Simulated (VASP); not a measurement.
The system is Cu.

```
Cu
1.0
     0.00000    1.78486    1.78486
     1.78486    0.00000    1.78486
     1.78486    1.78486    0.00000
Cu
1
Direct
  0.00000 0.00000 0.00000
```

Base run:

* Program: VASP 6.6.1
* Functional: PBE
* Potentials or basis: VASP PAW PBE potentials, release 64 (Cu)
* Cutoff: 520 eV
* k mesh: 18 × 18 × 18
* Occupations: methfessel-paxton, width 0.1 eV
* Spin: no spin polarisation

Its results: pressure 8.7 GPa.

Question: The run is repeated on the same cell with these changes: functional from PBE to r2SCAN. What comes out?

Answer: Pressure 1.7 GPa.

Caveats: the PAW data sets were made with another functional, which shifts forces and pressure a little (some runs).
